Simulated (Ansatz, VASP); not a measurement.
# Cross-check of HfB2W between VASP and Ansatz, part 2 of 2

Wanted: the spread between two codes on one cell, functional and k mesh. The cell is invented: As first built, before any earlier steps moved the atoms (in the runner's words): it takes the HfB structure with some of its atoms replaced by other elements, volume scaled by an estimate. It may not be a known or stable phase. The cell is taken from a series of VASP runs on this material, whose earlier steps may have relaxed, scaled or displaced it; both programs get it as it stands.

VASP 6.6.1 and Ansatz 0.2.0.

So far. Step 3 (Ansatz: single point, r2SCAN): The run ends at a pressure of 0.68 GPa. Step 5 (Ansatz: electric field gradients, r2SCAN): The run ends at a pressure of 0.55 GPa.

### Step 6. VASP: electric field gradients, r2SCAN

Level of this step: r2SCAN; plane waves and PAW (W, Hf_pv, B); invented cell (VASP).

The same cell, functional, mesh and smearing now go to VASP, with its own data sets and cutoff.

INCAR reads:

```
SYSTEM = HfB2W
PREC = Accurate
ENCUT = 420
EDIFF = 1E-07
NELM = 100
ISMEAR = -1
SIGMA = 0.05
LREAL = .FALSE.
ALGO = Normal
METAGGA = R2SCAN
LASPH = .TRUE.
NBANDS = 17
LORBIT = 11
LWAVE = .FALSE.
LCHARG = .FALSE.
KPAR = 2
LEFG = .TRUE.
```

POSCAR reads:

```
HfB2W
1.0
    3.2514576010      0.0000000000      0.0000000000
    0.0000000000      3.2514576010      0.0000000000
    0.0000000000      0.0000000000      4.5725127342
W Hf B
1 1 2
Direct
    0.0000000000      0.0000000000      0.5000000000
    0.5000000000      0.5000000000      0.0000000000
    0.5000000000      0.5000000000      0.5000000000
    0.0000000000      0.0000000000      0.0000000000
```

KPOINTS reads:

```
Automatic mesh
0
Gamma
8 8 6
0 0 0
```

Potentials, in the order of the species: W, Hf_pv and B (PBE family, release 64).

Command:

```bash
$ mpirun -np 2 vasp_std
```

Numbers of over 12 decimals in the logs are rounded to 6 here.

Log:

```text
[banner, memory and clock lines left out]
running    2 mpi-ranks, on    1 nodes
[...]
[... a notice as in an earlier step ...]

 LDA part: xc-table for (None), standard interpolation
 POSCAR, INCAR and KPOINTS ok, starting setup
[...]
entering main loop
       N       E                     dE             d eps       ncg     rms          rms(c)
DAV:   1    -0.266242430104E+02   -0.26624E+02   -0.10845E+04  2040   0.108E+03
DAV:   2    -0.117741154991E+03   -0.91117E+02   -0.88660E+02  2647   0.261E+02
DAV:   3    -0.120624698827E+03   -0.28835E+01   -0.28482E+01  2802   0.366E+01
DAV:   4    -0.120651694732E+03   -0.26996E-01   -0.26958E-01  2612   0.409E+00
[...]
DAV:  15    -0.113098046866E+03    0.25931E-06   -0.13748E-06  2451   0.684E-03    0.133E-03
DAV:  16    -0.113098046694E+03    0.17161E-06   -0.82124E-08  1231   0.226E-03    0.899E-04
DAV:  17    -0.113098046699E+03   -0.42392E-08   -0.22441E-08  1156   0.995E-04
ion   1
     0.0000000    -0.0000000    -0.0000000     2.7627224     0.0000000     0.0000000
[...]
0.0000000     0.0000000    -0.0000000     3.5204586     0.0000000    -0.0000000
     0.0000257     0.0000000    -0.0000000     3.5204584     0.0000000    -0.0000000
     0.0000354     0.0000000    -0.0000000     3.5204582     0.0000000    -0.0000000
     0.0000487     0.0000000    -0.0000000     3.5204580     0.0000000    -0.0000000
     0.0000671     0.0000000    -0.0000000     3.5204576     0.0000000    -0.0000000

ion   4
     0.0000000     0.0000000     0.0000000     0.5657998    -0.0000000     0.0000000
     0.0000257     0.0000000     0.0000000     0.5657998    -0.0000000     0.0000000
     0.0000354     0.0000000     0.0000000     0.5657998    -0.0000000     0.0000000
     0.0000487     0.0000000     0.0000000     0.5657998    -0.0000000     0.0000000
     0.0000671     0.0000000     0.0000000     0.5657998    -0.0000000     0.0000000

     0.0000000     0.0000000     0.0000000     0.6024095    -0.0000000     0.0000000
     0.0000257     0.0000000     0.0000000     0.6024095    -0.0000000     0.0000000
     0.0000354     0.0000000     0.0000000     0.6024095    -0.0000000     0.0000000
     0.0000487     0.0000000     0.0000000     0.6024095    -0.0000000     0.0000000
     0.0000671     0.0000000     0.0000000     0.6024095    -0.0000000     0.0000000

   1 F= -.11309805E+03 E0= -.11309543E+03  d E =-.522347E-02
```

OUTCAR, selected parts (step 6):

```text
  Total       -0.0163283     -0.0163283      0.0100114     -0.0000000      0.0000000      0.0000000
  in kB       -0.5411789     -0.5411789      0.3318134     -0.0000000      0.0000000      0.0000000
  external PRESSURE =      -0.2501815 kB  Pullay stress =       0.0000000 kB

  FREE ENERGIE OF THE ION-ELECTRON SYSTEM (eV)
  ---------------------------------------------------
  free  energy   TOTEN  =      -113.0980466987 eV

  energy  without entropy=     -113.0928232297  energy(sigma->0) =     -113.09543496

[... 2 parts as in an earlier step ...]

[... 2 further parts left out ...]
[key lines of the parts left out:]
E-fermi :   6.5433
```

The run ends at a pressure of -0.03 GPa.

### Step 7. Side by side

What differs besides the data sets and the points named for the pairs above, as far as they apply: Ansatz adds the response of the frozen cores to the gradients, VASP leaves it out. Total energies have different zeros and are not compared.

The two programs side by side:

| quantity | Ansatz | VASP | difference |
| --- | --- | --- | --- |
| pressure (GPa) | 0.55 | -0.03 | +0.57 |
| Vzz at W1 (V/Å²) | -193.3 | -161.9 | -31.5 |
| Vzz at Hf2 (V/Å²) | 6.0 | 3.7 | +2.3 |
| Vzz at B3 (V/Å²) | -3.0 | -2.9 | 0.0 |
| Vzz at B4 (V/Å²) | -1.7 | -2.0 | +0.3 |

### Step 8. What the set-up changes

Further runs change the set-up of one program: Ansatz's method, potentials or start, or VASP's data sets, cutoff or form of LDA. The table gives Ansatz less VASP for each quantity, since a change that brings one quantity closer may part another.

| run | pressure (GPa) | Vzz at W1 (V/Å²) | Vzz at Hf2 (V/Å²) | Vzz at B3 (V/Å²) | Vzz at B4 (V/Å²) |
| --- | --- | --- | --- | --- | --- |
| as above | 0.57 | -31 | 2.3 | -0.049 | 0.34 |
| cores kept as stored | 0.46 | -3.6 | 4.6 | -0.037 | 0.087 |
| Ansatz's larger PAW set (cutoff 950 eV) | 0.65 | -32 | 4.0 | 0.32 | 0.070 |

### Step 9. Ansatz: band structure, r2SCAN, spin-orbit coupling

A single point gives forces, pressure and levels at one fixed geometry, so differences don't come from the geometry; what else differs is listed under the comparison.

The cell is taken from a series of VASP runs on this material, whose earlier steps may have relaxed, scaled or displaced it; both programs get it as it stands.

input.yaml reads:

```yaml
crystal:
  lattice:
    - [3.251457601, 0.0, 0.0]
    - [0.0, 3.251457601, 0.0]
    - [0.0, 0.0, 4.5725127342]
  atoms:
    - { symbol: W, position: [0.0, 0.0, 0.5] }
    - { symbol: Hf, position: [0.5, 0.5, 0.0] }
    - { symbol: B, position: [0.5, 0.5, 0.5] }
    - { symbol: B, position: [0.0, 0.0, 0.0] }
hamiltonian:
  xc: r2scan
  pseudopotentials: { kind: paw_fr }
magnetization:
  noncollinear: true
  spin_orbit: true
kpoints:
  mp_grid: { grid: [7, 7, 5] }
  band_path:
    path:
      - [0.0, 0.0, 0.0]
      - [0.0, 0.13333, 0.0]
      - [0.0, 0.3, 0.0]
      - [0.0, 0.46667, 0.0]
      - [0.1, 0.5, 0.0]
      - [0.26667, 0.5, 0.0]
      - [0.43333, 0.5, 0.0]
      - [0.43333, 0.43333, 0.0]
      - [0.26667, 0.26667, 0.0]
      - [0.1, 0.1, 0.0]
      - [0.0, 0.0, 0.03333]
      - [0.0, 0.0, 0.2]
      - [0.0, 0.0, 0.36667]
      - [0.0, 0.0, 0.5]
      - [0.0, 0.16667, 0.5]
      - [0.0, 0.3, 0.5]
      - [0.0, 0.46667, 0.5]
      - [0.1, 0.5, 0.5]
      - [0.26667, 0.5, 0.5]
      - [0.43333, 0.5, 0.5]
      - [0.43333, 0.43333, 0.5]
      - [0.26667, 0.26667, 0.5]
      - [0.1, 0.1, 0.5]
      - [0.0, 0.5, 0.03333]
      - [0.0, 0.5, 0.2]
      - [0.0, 0.5, 0.36667]
      - [0.5, 0.5, 0.0]
      - [0.5, 0.5, 0.16667]
      - [0.5, 0.5, 0.33333]
      - [0.5, 0.5, 0.5]
    npoints: 1
scf:
  occupations: { method: fermi_dirac, width: 0.05 }
  n_extra_bands: 16
output:
  forces: true
  stress: true
  eigenvalues: true
```

Command:

```bash
$ ansatz run input.yaml --threads 2 --pin off --max-ram 4608MiB --backend cpu --events-out ev --progress --plain --runs-dir out
```

Log:

```text
[...]
non-collinear run that drives no moment, with spin-orbit: no starting moment large enough to seed its density (crystal.atoms[].spin), no starting occupations that ask for one, no magnetisation constraint and no magnetic field, so the semilocal B_xc is pinned to zero
Crystal: 4 atoms, lattice volume = 48.340 Å³
[...]
k-point 1: bands = [... 42 lower, 18.7600, 18.7600, 19.3235, 19.3235, 19.6588, 19.6588, 19.8154, 19.8154, ... 12 higher]
  k-point 2: bands = [... 42 lower, 18.5977, 18.5977, 18.7341, 18.7341, 19.2088, 19.2088, 19.5849, 19.5849, ... 12 higher]
  k-point 29: bands = [... 42 lower, 16.4068, 16.4068, 17.4351, 17.4351, 21.6018, 21.6018, 21.8264, 21.8264, ... 12 higher]
[key lines of the parts left out:]
SCF converged after 10 iterations
Magnetization: |M| = 0.0000 μB,  M = (+0.0000, +0.0000, +0.0000) μB
Free energy (F): -26395.555596 eV
Fermi energy:    19.250993 eV
P = ⅓ Tr σ = 0.0181 GPa (0.181 kbar)
```

Wall time 37 s (2 threads of Arm Neoverse V2, shared host); peak memory 0.74 GiB; 73 s of CPU time.

### Step 10. VASP: band structure, r2SCAN, spin-orbit coupling

The same cell, functional, mesh and smearing now go to VASP, with its own data sets and cutoff.

INCAR reads:

```
SYSTEM = HfB2W
PREC = Accurate
ENCUT = 420
EDIFF = 1E-06
NELM = 100
ISMEAR = -1
SIGMA = 0.05
LREAL = .FALSE.
ALGO = Normal
METAGGA = R2SCAN
LASPH = .TRUE.
LNONCOLLINEAR = .TRUE.
MAGMOM = 0 0 0 0 0 0 0 0 0 0 0 0
NBANDS = 34
GGA_COMPAT = .FALSE.
LSORBIT = .TRUE.
LMAXMIX = 4
LORBIT = 11
LWAVE = .FALSE.
LCHARG = .FALSE.
KPAR = 2
```

POSCAR is that of step 6.

KPOINTS reads:

```
Automatic mesh
0
Gamma
7 7 5
0 0 0
```

KPOINTS_OPT reads:

```
Line mode
16
Line-mode
Reciprocal
  0.00000000   0.00000000   0.00000000 GAMMA
  0.00000000   0.50000000   0.00000000 X

  0.00000000   0.50000000   0.00000000 X
  0.50000000   0.50000000   0.00000000 M

  0.50000000   0.50000000   0.00000000 M
  0.00000000   0.00000000   0.00000000 GAMMA

  0.00000000   0.00000000   0.00000000 GAMMA
  0.00000000   0.00000000   0.50000000 Z

  0.00000000   0.00000000   0.50000000 Z
  0.00000000   0.50000000   0.50000000 R

  0.00000000   0.50000000   0.50000000 R
  0.50000000   0.50000000   0.50000000 A

  0.50000000   0.50000000   0.50000000 A
  0.00000000   0.00000000   0.50000000 Z

  0.00000000   0.50000000   0.00000000 X
  0.00000000   0.50000000   0.50000000 R

  0.50000000   0.50000000   0.00000000 M
  0.50000000   0.50000000   0.50000000 A
```

Command:

```bash
$ mpirun -np 2 vasp_ncl
```

Log:

```text
[... set-up lines as in an earlier step ...]
 entering main loop
       N       E                     dE             d eps       ncg     rms          rms(c)
DAV:   1    -0.781200986350E+01   -0.78120E+01   -0.10077E+04  2040   0.108E+03
DAV:   2    -0.115838397482E+03   -0.10803E+03   -0.10158E+03  2466   0.295E+02
DAV:   3    -0.121361811967E+03   -0.55234E+01   -0.53686E+01  2742   0.529E+01
DAV:   4    -0.121465071001E+03   -0.10326E+00   -0.10284E+00  2632   0.758E+00
[...]
DAV:  12    -0.113937051010E+03   -0.48016E-04   -0.13973E-04  2412   0.874E-02    0.952E-02
DAV:  13    -0.113937059366E+03   -0.83553E-05   -0.11514E-05  2784   0.264E-02    0.232E-02
DAV:  14    -0.113937059915E+03   -0.54967E-06   -0.23840E-06  2522   0.103E-02
   1 F= -.11393706E+03 E0= -.11393437E+03  d E =-.538318E-02  mag=    -0.0000     0.0000    -0.0000
 Start KPOINTS_OPT (optional k-point list driver)
k-point batch [1-30\144]
       N       E                     dE             ncg
DAV:   1     0.840147200874E+02   -0.13223E+05     2040
DAV:   2    -0.309192702917E+04   -0.31759E+04     2464
DAV:   3    -0.327099991977E+04   -0.17907E+03     2812
DAV:   4    -0.327483494666E+04   -0.38350E+01     2624
DAV:   5    -0.327495094388E+04   -0.11600E+00     2824
DAV:   6    -0.327495307640E+04   -0.21325E-02     2672
DAV:   7    -0.327495316303E+04   -0.86630E-04     2770
DAV:   8    -0.327495316537E+04   -0.23430E-05     2176
DAV:   9    -0.327495316547E+04   -0.98882E-07     1836
[...]
k-point batch [121-144\144]
       N       E                     dE             ncg
DAV:   1     0.358998870181E+04   -0.18851E+05     1632
DAV:   2     0.106890366602E+04   -0.25211E+04     1942
DAV:   3     0.938402059233E+03   -0.13050E+03     2208
DAV:   4     0.935531323186E+03   -0.28707E+01     2078
DAV:   5     0.935469667660E+03   -0.61656E-01     2198
DAV:   6     0.935468600067E+03   -0.10676E-02     2148
DAV:   7     0.935468548009E+03   -0.52059E-04     2180
DAV:   8     0.935468546256E+03   -0.17526E-05     1826
DAV:   9     0.935468546174E+03   -0.82311E-07     1488
```

Parts of OUTCAR (step 10):

```text
  Total       -0.0881008     -0.0881008     -0.0357213      0.0000000     -0.0000000      0.0000000
  in kB       -2.9199746     -2.9199746     -1.1839328      0.0000000     -0.0000000      0.0000000
  external PRESSURE =      -2.3412940 kB  Pullay stress =       0.0000000 kB

 POSITION                                       TOTAL-FORCE (eV/Angst)
 -----------------------------------------------------------------------------------
      0.00000      0.00000      2.28626         0.000000      0.000000      0.000000
      1.62573      1.62573      0.00000         0.000000      0.000000      0.000000
      1.62573      1.62573      2.28626         0.000000      0.000000      0.000000
      0.00000      0.00000      0.00000         0.000000      0.000000      0.000000
 -----------------------------------------------------------------------------------
    total drift:                                0.000000     -0.000000      0.000000

  FREE ENERGIE OF THE ION-ELECTRON SYSTEM (eV)
  ---------------------------------------------------
  free  energy   TOTEN  =      -113.9370599154 eV

  energy  without entropy=     -113.9316767360  energy(sigma->0) =     -113.93436833

 magnetization (x)
# of ion       s       p       d       tot
------------------------------------------
    1        0.000   0.000   0.000   0.000
    2        0.000   0.000   0.000   0.000
    3        0.000   0.000   0.000   0.000
    4        0.000   0.000   0.000   0.000
--------------------------------------------------
tot          0.000   0.000   0.000   0.000

 magnetization (y)
# of ion       s       p       d       tot
------------------------------------------
    1        0.000   0.000   0.000   0.000
    2        0.000   0.000   0.000   0.000
    3        0.000   0.000   0.000   0.000
    4        0.000   0.000   0.000   0.000
--------------------------------------------------
tot          0.000   0.000   0.000   0.000

 magnetization (z)
# of ion       s       p       d       tot
------------------------------------------
    1        0.000   0.000   0.000   0.000
    2        0.000   0.000   0.000   0.000
    3        0.000  -0.000   0.000  -0.000
    4        0.000   0.000   0.000   0.000
--------------------------------------------------
tot          0.000   0.000   0.000   0.000

[... 1 part as in an earlier step ...]

[... 2 further parts left out ...]
[key lines of the parts left out:]
E-fermi :   6.4776
```

The run ends at a pressure of -0.23 GPa.

### Step 11. Comparison

What differs besides the data sets and the points named for the pairs above, as far as they apply: spin-orbit coupling enters by fully relativistic files in Ansatz and inside the spheres in VASP; the data sets hold 46 valence electrons in Ansatz (fully relativistic PAW (standard-fr) files) and 22 in VASP. Total energies have different zeros and are not compared.

Both answers:

| quantity | Ansatz | VASP | difference |
| --- | --- | --- | --- |
| pressure (GPa) | 0.02 | -0.23 | +0.25 |

Levels from 3 eV below to 2 eV above the Fermi level differ by 27 meV r.m.s. and 82 meV at most; each VASP level is matched to the nearest of Ansatz, which flatters the figure a little.

### Step 12. What came out

```yaml
difference_in_pressure_single_point_r2scan: 0.59 GPa
difference_in_vzz_at_w1_electric_field_gradients_r2scan: -31 V/Å²
difference_in_pressure_electric_field_gradients_r2scan: 0.57 GPa
r_m_s_difference_of_levels_near_the_fermi_level_band_structure_r2scan_spin_orbit_coupling: 27 meV
```

**Reading.** The difference in pressure is 0.59 GPa (single point, r2SCAN), within the 1 GPa picked in this series as the mark of a large difference. Electric field gradients, r2SCAN, cores kept as stored: the difference in Vzz at W1 goes from -31 to -3.6 V/Å²; the difference in Vzz at Hf2 goes from 2.3 to 4.6 V/Å²; the difference in Vzz at B4 goes from 0.34 to 0.087 V/Å². Electric field gradients, r2SCAN, Ansatz's larger PAW set (cutoff 950 eV): the difference in Vzz at Hf2 goes from 2.3 to 4.0 V/Å²; the difference in Vzz at B3 goes from -0.049 to 0.32 V/Å²; the difference in Vzz at B4 goes from 0.34 to 0.070 V/Å². 1 further run of this series is not shown here. Such differences can come from data sets, numerical settings and the points named under the comparisons, not from the functional's error against experiment.

[Lines on the potential files, build, host, timing and source positions are cut from VASP's logs without a mark.]

[Logs are printed without paths, hosts, clocks, repeated set-up lines and the standing remarks that a program may print on its own settings, such as how far it seeks lower states.]

[Hosts, paths, dates, database ids (printed as entryN), source tags and the programs' standing remarks are cut or masked in the printed files.]
